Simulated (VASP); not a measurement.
An input for Quantum ESPRESSO's pw.x (written as the equivalent of a VASP run, and not itself run):

```
&CONTROL
  calculation = 'scf'
  pseudo_dir = './pseudo'
  outdir = './out'
  tprnfor = .true.
  tstress = .true.
/
&SYSTEM
  ibrav = 0
  nat = 1
  ntyp = 1
  ecutwfc = 56.6
  occupations = 'smearing'
  smearing = 'methfessel-paxton'
  degauss = 0.00735
  input_dft = 'pbe'
/
&ELECTRONS
  conv_thr = 7.3e-08
  electron_maxstep = 100
/
ATOMIC_SPECIES
  Ba 137.327 Ba.upf
CELL_PARAMETERS angstrom
    -2.5100000    2.5100000    2.5100000
     2.5100000   -2.5100000    2.5100000
     2.5100000    2.5100000   -2.5100000
ATOMIC_POSITIONS crystal
  Ba   0.0000000  0.0000000  0.0000000
K_POINTS automatic
  9 9 9 0 0 0
```

Write the VASP files for the same calculation (PBE).

Several could match; the one computed here: 
**POSCAR**
```
Ba
1
   -2.5100000000     2.5100000000     2.5100000000
    2.5100000000    -2.5100000000     2.5100000000
    2.5100000000     2.5100000000    -2.5100000000
Ba
1
Direct
  0.0000000000   0.0000000000   0.0000000000
```

**KPOINTS**
```
Automatic mesh
0
Gamma
9 9 9
0 0 0
```

### INCAR
```
! general
SYSTEM  = Ba
PREC    = Accurate
ENCUT   = 200
LREAL   = .False.   ! projection in real space or not
LASPH   = .True.   ! aspherical one-centre terms

! electronic loop
EDIFF   = 1E-6
NELM    = 100   ! most electronic steps
ALGO    = Normal   ! blocked Davidson
LMAXMIX = 4   ! l cut-off of mixed one-centre charges

! smearing
ISMEAR  = 1   ! Methfessel-Paxton
SIGMA   = 0.1   ! width (eV)

! functional
GGA     = PE

! ions
ISIF    = 2

! output
LWAVE   = .False.
LCHARG  = .False.
```

POTCAR, in this order: Ba_sv (PBE.64 set). Program: vasp_std.

Limits of the translation: the potentials are each code's own (VASP's PAW set, PseudoDojo norm-conserving files in pw.x), so ENCUT and ecutwfc are chosen apart and not converted; conv_thr bounds pw.x's estimated SCF error, while EDIFF bounds the energy change between steps.

The compound is Ba in the bcc structure. The cell was not relaxed at this level. The run is one of a series of settings (ENCUT = 200 against the base run), some of them coarse on purpose.
